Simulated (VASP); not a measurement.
# Ta: surface energy and work function by face, part 2 of 6

Aim: compare the low-index faces of Ta at one level of theory.

VASP 6.6.1; PBEsol; plane waves and PAW (Ta).

So far. Step 3 (The bulk reference, job self-consistent run, k-mesh …): The run ends at a pressure of -0.33 GPa.

### 4. Relaxing the slab, 7 atoms, face Ta(110)

System of this step: Ta(110). The cell holds 7 atoms: 7 Ta. Cell: a = 3.273 Å, b = 2.835 Å, c = 28.888 Å, α = 90.0°, β = 90.0°, γ = 54.7°. It derives from Ta. 7 layers of bcc Ta, cut at this functional's lattice. Vacuum lies along c.

All atoms relax at the fixed cell.

INCAR reads:

```
SYSTEM = Ta
PREC = Normal
ENCUT = 320
EDIFF = 1E-05
NELM = 120
ISMEAR = 1
SIGMA = 0.15
LREAL = .FALSE.
ALGO = Fast
GGA = PS
NBANDS = 24
LORBIT = 11
LWAVE = .FALSE.
LCHARG = .FALSE.
KPAR = 4
IBRION = 2
NSW = 40
ISIF = 2
EDIFFG = -0.03
POTIM = 0.4
MAXMIX = 40
```

POSCAR reads:

```
Ta
1.0
    3.2734425966      0.0000000000      0.0000000000
    1.6367212983      2.3146734579      0.0000000000
    0.0000000000      0.0000000000     28.8880407473
Ta
7
Direct
    0.0000000000      0.0000000000      0.2596230100
    0.5000000000      0.0000000000      0.3397486700
    0.0000000000      0.0000000000      0.4198743400
    0.5000000000      0.0000000000      0.5000000000
    0.0000000000      0.0000000000      0.5801256600
    0.5000000000      0.0000000000      0.6602513300
    0.0000000000      0.0000000000      0.7403769900
```

KPOINTS reads:

```
Automatic mesh
0
Gamma
13 13 1
0 0 0
```

Potentials, in the order of the species: Ta (PBE family, release 64).

Run with:

```console
> mpirun -np 4 vasp_std
```

The program printed:

```text
[banner, memory and clock lines left out]
running    4 mpi-ranks, on    1 nodes
 distrk:  each k-point on    1 cores,    4 groups
 distr:  one band on    1 cores,    1 groups

 POSCAR found type information on POSCAR Ta
 POSCAR found :  1 types and       7 ions
 [... a notice as in an earlier step ...]

 LDA part: xc-table for (Slater+PW92), standard interpolation
 POSCAR, INCAR and KPOINTS ok, starting setup
 FFT: planning ... GRIDC
 FFT: planning ... GRID_SOFT
 FFT: planning ... GRID
 WAVECAR not read
 entering main loop
       N       E                     dE             d eps       ncg     rms          rms(c)
DAV:   1     0.762426397369E+02    0.76243E+02   -0.99927E+03  2352   0.779E+02
DAV:   2    -0.790758526769E+02   -0.15532E+03   -0.14509E+03  3376   0.168E+02
DAV:   3    -0.917338340984E+02   -0.12658E+02   -0.12124E+02  3296   0.492E+01
DAV:   4    -0.923924497672E+02   -0.65862E+00   -0.64627E+00  3920   0.106E+01
DAV:   5    -0.924080757402E+02   -0.15626E-01   -0.15428E-01  3600   0.166E+00    0.387E+01
RMM:   6    -0.135909554895E+03   -0.43501E+02   -0.12760E+02  3469   0.351E+01    0.214E+01
RMM:   7    -0.112799468266E+03    0.23110E+02   -0.11163E+02  2797   0.313E+01    0.193E+01
RMM:   8    -0.882855794851E+02    0.24514E+02   -0.13465E+01  2449   0.143E+01    0.941E+00
RMM:   9    -0.864265839185E+02    0.18590E+01   -0.61079E+00  3088   0.733E+00    0.659E+00
RMM:  10    -0.871228580757E+02   -0.69627E+00   -0.17490E+00  2618   0.447E+00    0.568E+00
RMM:  11    -0.868562728624E+02    0.26659E+00   -0.47831E-01  3248   0.221E+00    0.509E+00
RMM:  12    -0.859596566466E+02    0.89662E+00   -0.56491E-01  2792   0.205E+00    0.264E+00
RMM:  13    -0.858625085626E+02    0.97148E-01   -0.47660E-01  3047   0.193E+00    0.179E+00
RMM:  14    -0.857570659681E+02    0.10544E+00   -0.19190E-01  3282   0.119E+00    0.958E-01
RMM:  15    -0.858533452069E+02   -0.96279E-01   -0.51440E-02  2468   0.796E-01    0.151E+00
RMM:  16    -0.857438514627E+02    0.10949E+00   -0.56547E-02  2567   0.802E-01    0.610E-01
RMM:  17    -0.857347151059E+02    0.91364E-02   -0.41811E-02  3260   0.540E-01    0.295E-01
RMM:  18    -0.857335887428E+02    0.11264E-02   -0.75639E-03  2860   0.308E-01    0.233E-01
RMM:  19    -0.857324926944E+02    0.10960E-02   -0.56728E-03  3120   0.217E-01    0.863E-02
RMM:  20    -0.857324172836E+02    0.75411E-04   -0.27622E-03  3258   0.138E-01    0.560E-02
RMM:  21    -0.857323552641E+02    0.62020E-04   -0.30809E-04  2867   0.612E-02    0.239E-02
RMM:  22    -0.857323673416E+02   -0.12078E-04   -0.10823E-04  2429   0.359E-02    0.265E-02
RMM:  23    -0.857323631317E+02    0.42099E-05   -0.30255E-05  1653   0.205E-02
   1 F= -.85732363E+02 E0= -.85732813E+02  d E =-.857324E+02
 curvature:   0.00 expect dE= 0.000E+00 dE for cont linesearch  0.000E+00
 trial: gam= 0.00000 g(F)=  0.413E-01 g(S)=  0.000E+00 ort = 0.000E+00 (trialstep = 0.100E+01)
 search vector abs. value=  0.413E-01
 bond charge predicted
       N       E                     dE             d eps       ncg     rms          rms(c)
DAV:   1    -0.857674178319E+02   -0.35050E-01   -0.32186E+00  2944   0.860E+00    0.651E-01
RMM:   2    -0.858583725535E+02   -0.90955E-01   -0.11823E-01  2593   0.119E+00    0.126E+00
RMM:   3    -0.857843941739E+02    0.73978E-01   -0.15944E-02  2432   0.598E-01    0.577E-01
RMM:   4    -0.857663044073E+02    0.18090E-01   -0.20566E-02  2677   0.425E-01    0.153E-01
RMM:   5    -0.857679184743E+02   -0.16141E-02   -0.38365E-03  2884   0.225E-01    0.208E-01
RMM:   6    -0.857666699066E+02    0.12486E-02   -0.13451E-03  2935   0.110E-01    0.134E-01
RMM:   7    -0.857660055410E+02    0.66437E-03   -0.79387E-04  3043   0.745E-02    0.565E-02
RMM:   8    -0.857659339903E+02    0.71551E-04   -0.29834E-04  2941   0.469E-02    0.270E-02
RMM:   9    -0.857659622301E+02   -0.28240E-04   -0.53616E-05  2060   0.289E-02    0.154E-02
RMM:  10    -0.857659572822E+02    0.49479E-05   -0.51232E-05  1888   0.202E-02
   2 F= -.85765957E+02 E0= -.85766501E+02  d E =-.335942E-01
[... from here on, the cycles between the ionic steps are left out ...]
   3 F= -.85784182E+02 E0= -.85783593E+02  d E =-.518185E-01
   4 F= -.85784265E+02 E0= -.85783604E+02  d E =-.519017E-01
   5 F= -.85786972E+02 E0= -.85786160E+02  d E =-.270731E-02
   6 F= -.85788716E+02 E0= -.85787629E+02  d E =-.445131E-02
   7 F= -.85788740E+02 E0= -.85787682E+02  d E =-.447534E-02
   8 F= -.85789559E+02 E0= -.85788500E+02  d E =-.818972E-03
   9 F= -.85791575E+02 E0= -.85790532E+02  d E =-.283467E-02
 curvature:  -5.54 expect dE=-0.118E-02 dE for cont linesearch -0.939E-03
 ZBRENT: increasing intervall
 opt :  17.1127  next Energy=   -85.793558 (dE=-0.482E-02)
 bond charge predicted
       N       E                     dE             d eps       ncg     rms          rms(c)
DAV:   1    -0.857971641147E+02   -0.55882E-02   -0.45182E+00  2352   0.104E+01    0.505E-01
RMM:   2    -0.857929427426E+02    0.42214E-02   -0.15574E-02  2382   0.751E-01    0.358E-02
RMM:   3    -0.857934376883E+02   -0.49495E-03   -0.46508E-03  2890   0.257E-01    0.164E-02
RMM:   4    -0.857935441344E+02   -0.10645E-03   -0.88916E-04  3218   0.102E-01    0.971E-03
RMM:   5    -0.857935582282E+02   -0.14094E-04   -0.13466E-04  2344   0.373E-02    0.102E-02
RMM:   6    -0.857935602285E+02   -0.20003E-05   -0.22524E-05  1583   0.177E-02
  10 F= -.85793560E+02 E0= -.85792629E+02  d E =-.482006E-02
 curvature: -11.70 expect dE=-0.387E-03 dE for cont linesearch -0.400E-04
 trial: gam=-0.01307 g(F)=  0.331E-04 g(S)=  0.000E+00 ort = 0.450E-04 (trialstep = 0.479E+01)
 search vector abs. value=  0.320E-04
 reached required accuracy - stopping structural energy minimisation
```

It took 97 s on 4 MPI ranks of AMD EPYC 7R43, shared host; peak memory 0.79 GiB.

Parts of OUTCAR (step 4):

```text
  LATTYP: Found a base centered orthorhombic cell.
 ALAT       =     3.2734425966
 B/A-ratio  =     1.4142135624
 C/A-ratio  =     8.8249724548

 Subroutine GETGRP returns: Found  8 space group operations
 (whereof  8 operations were pure point group operations)

The static configuration has the point symmetry D_2h.

 Found     49 irreducible k-points:

   k-points           NKPTS =     49   k-points in BZ     NKDIM =     49   number of bands    NBANDS=     24

   dimension x,y,z NGX =    14 NGY =   12 NGZ =  126
   dimension x,y,z NGXF=    28 NGYF=   24 NGZF=  252

   ENCUT  =  320.0 eV  23.52 Ry    4.85 a.u.   4.77  4.13 42.14*2*pi/ulx,y,z

   NELECT =      35.0000    total number of electrons

 E-fermi :   1.2609

 k-point     1 :       0.0000    0.0000    0.0000
  band No.  band energies     occupation
    ...
     10       0.0981      2.00000
     11       0.6081      2.00000
     12       0.7685      2.00004
     13       0.8347      2.00044
     14       1.1494      1.94822
     15       1.5055     -0.04332
     16       1.5084     -0.04157
     17       1.5956     -0.00707
     18       1.9012     -0.00000
     19       1.9216     -0.00000
    ...

 k-point     2 :       0.0769    0.0000    0.0000
  band No.  band energies     occupation
    ...
     10       0.1145      2.00000
     11       0.6091      2.00000
     12       0.6746      2.00000
     13       0.7644      2.00003
     14       1.1404      1.98188
     15       1.3170      0.41347
     16       1.3590      0.11454
     17       1.5743     -0.01186
     18       1.7413     -0.00006
     19       1.7901     -0.00001
    ...

  Total       -2.0409595     -3.2771795     -0.3551131      0.0000000      0.0000000      0.0000000
  in kB      -14.9393744    -23.9882333     -2.5993502      0.0000000      0.0000000      0.0000000
  external PRESSURE =     -13.8423193 kB  Pullay stress =       0.0000000 kB

  energy-cutoff  :      320.00
  volume of cell :      218.88
      direct lattice vectors                 reciprocal lattice vectors
     3.273442597  0.000000000  0.000000000     0.305488785 -0.216013191  0.000000000
     1.636721298  2.314673458  0.000000000     0.000000000  0.432026382  0.000000000
     0.000000000  0.000000000 28.888040747     0.000000000  0.000000000  0.034616401

 POSITION                                       TOTAL-FORCE (eV/Angst)
 -----------------------------------------------------------------------------------
      1.63672      2.31467      7.60794         0.000000      0.000000     -0.007254
      1.63672      0.00000      9.81262        -0.000000      0.000000      0.019244
      1.63672      2.31467     12.13264         0.000000      0.000000      0.002445
      1.63672      0.00000     14.44402         0.000000      0.000000      0.000000
      3.27344      0.00000     16.75541         0.000000      0.000000     -0.002445
      1.63672      0.00000     19.07542        -0.000000      0.000000     -0.019244
      0.00000      0.00000     21.28010         0.000000      0.000000      0.007254
 -----------------------------------------------------------------------------------
    total drift:                                0.000000     -0.000000      0.000000

  FREE ENERGIE OF THE ION-ELECTRON SYSTEM (eV)
  ---------------------------------------------------
  free  energy   TOTEN  =       -85.7935602285 eV

  energy  without entropy=      -85.7907662819  energy(sigma->0) =      -85.79262891

 total charge
# of ion       s       p       d       tot
------------------------------------------
    1        0.701   0.528   3.392   4.621
    2        0.701   0.755   3.501   4.957
    3        0.688   0.732   3.455   4.875
    4        0.692   0.723   3.473   4.888
    5        0.688   0.732   3.455   4.875
    6        0.701   0.755   3.501   4.957
    7        0.701   0.528   3.392   4.621
--------------------------------------------------
tot          4.872   4.754  24.168  33.795

[... 1 part as in an earlier step ...]

[... 7 further parts left out ...]
```

CONTCAR:

```
Ta
   1.00000000000000
     3.2734425965999998    0.0000000000000000    0.0000000000000000
     1.6367212982999999    2.3146734579000001    0.0000000000000000
     0.0000000000000000    0.0000000000000000   28.8880407472999998
  Ta
     7
Direct
     0.0000000000000000    1.0000000000000000    0.2633596511185950
     0.5000000000000000    0.0000000000000000    0.3396777341092703
     0.0000000000000000    1.0000000000000000    0.4199881777444426
     0.5000000000000000    0.0000000000000000    0.5000000000000000
     1.0000000000000000    0.0000000000000000    0.5800118222555574
     0.5000000000000000    0.0000000000000000    0.6603222658907297
     0.0000000000000000    0.0000000000000000    0.7366403488814052
```

The run keeps the 8 symmetry operations of its start, so it cannot find a distortion of lower symmetry.

The steps of the relaxation:

```tsv
step	energy less that of the first step (eV)	largest force (eV/Å)
1	0.0000	0.5466
2	-0.0336	0.3730
3	-0.0518	0.1132
4	-0.0519	0.1172
5	-0.0546	0.0844
6	-0.0564	0.0773
7	-0.0564	0.0590
8	-0.0572	0.0558
9	-0.0592	0.0396
10	-0.0612	0.0192
```

The atoms that moved most (Å):

```tsv
atom	dx	dy	dz	length
Ta1	0.000	0.000	0.108	0.108
Ta7	0.000	0.000	-0.108	0.108
```

The relaxed structure:

```
Ta
1.0
     3.27344    0.00000    0.00000
     1.63672    2.31467    0.00000
     0.00000    0.00000   28.88804
Ta
7
Direct
  0.00000 0.00000 0.26336
  0.50000 0.00000 0.33968
  0.00000 0.00000 0.41999
  0.50000 0.00000 0.50000
  0.00000 0.00000 0.58001
  0.50000 0.00000 0.66032
  0.00000 0.00000 0.73664
```

This step gave:

| Item | Value |
| --- | --- |
| electronic cycles | 75 |
| electrons | 35 |
| free energy (TOTEN) | -85.7936 eV |
| energy at zero smearing | -85.7926 eV |
| Fermi energy | 1.261 eV |

The run ended after 10 ionic steps, 0.061 eV below its first step, once the forces on the free atoms met EDIFFG = -0.03.

(Continued in part 3 of 6.)

[Lines on the potential files, build, host, timing and source positions are cut from VASP's logs without a mark.]

[Logs are printed without paths, hosts, clocks, repeated set-up lines and the standing remarks that a program may print on its own settings, such as how far it seeks lower states.]

[Hosts, paths, dates, database ids (printed as entryN), source tags and the programs' standing remarks are cut or masked in the printed files.]

[Runs that stopped without an error message from VASP are left out.]
